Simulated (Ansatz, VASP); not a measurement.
**NbSnS4: VASP beside Ansatz**

```xyz
6
Lattice="0.0000 3.9761 3.9761 3.9761 0.0000 3.9761 3.9761 3.9761 0.0000" Properties=species:S:1:pos:R:3 pbc="T T T"
Nb    5.9641    5.9641    5.9641
Sn    0.0000    0.0000    0.0000
S     4.9770    2.9751    4.9770
S     4.9770    4.9770    2.9751
S     2.9751    4.9770    4.9770
S     2.9751    2.9751    2.9751
```

Change from the starting cell: species swapped into the HoCdCu4 type (F-43m, No. 216).

Alike in both runs: task single point; functional PBE; k mesh 4 × 4 × 4; occupations gaussian, width 0.1 eV; no spin polarisation.

```csv
,VASP,Ansatz
version,VASP 6.6.1,Ansatz 0.2.0
potentials or method,"VASP PAW PBE potentials, release 64 (Nb_sv, Sn_d, S)","scalar-relativistic, plane waves, PAW"
plane-wave cutoff (eV),520,420
valence electrons in the cell,51,51
```

VASP gave:

```
gap on the k mesh at the Fermi level (eV) : none
pressure (GPa)                            : -8.9
rms of the force components (eV/Å)        : 0.122
```

Problem. Which values does Ansatz return?

Solution. gap on the k mesh at the Fermi level (eV): none; pressure (GPa): -8.8; rms of the force components (eV/Å): 0.122.

Atom by atom the forces differ by 0.000 eV/Å (rms over components). A gap of «none» marks a metal or a gap that the smearing closes. The functional is the same, so the differences come from potentials, cutoffs and numerics.
